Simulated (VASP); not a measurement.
Given:

```
AsB
1.0
    0.00000     2.32449     2.32449
    2.32449     0.00000     2.32449
    2.32449     2.32449     0.00000
B As
1 1
Direct
  0.00000   0.00000   0.00000
  0.25000   0.25000   0.25000
```

Computed with PBE GGA, VASP's PBE PAW potentials (set 64) (plane waves; VASP). Settings: PREC = Normal, 500 eV cut-off, 4×4×4 Γ-centred mesh, Gaussian smearing of 0.010 eV, potentials B_GW As_GW.

Give the stress tensor in GPa (positive for a compressed cell).

```
18.07   0.00   0.00
 0.00  18.07   0.00
 0.00   0.00  18.07
```
The pressure is its mean diagonal, 18.07 GPa.

The compound is BAs in the zinc blende structure. This cell is one point of a volume scan, at 0.92 of the reference volume. The k-mesh is coarse (spacing up to 0.59 per Å, 2π included), so the numbers may not be converged in it.
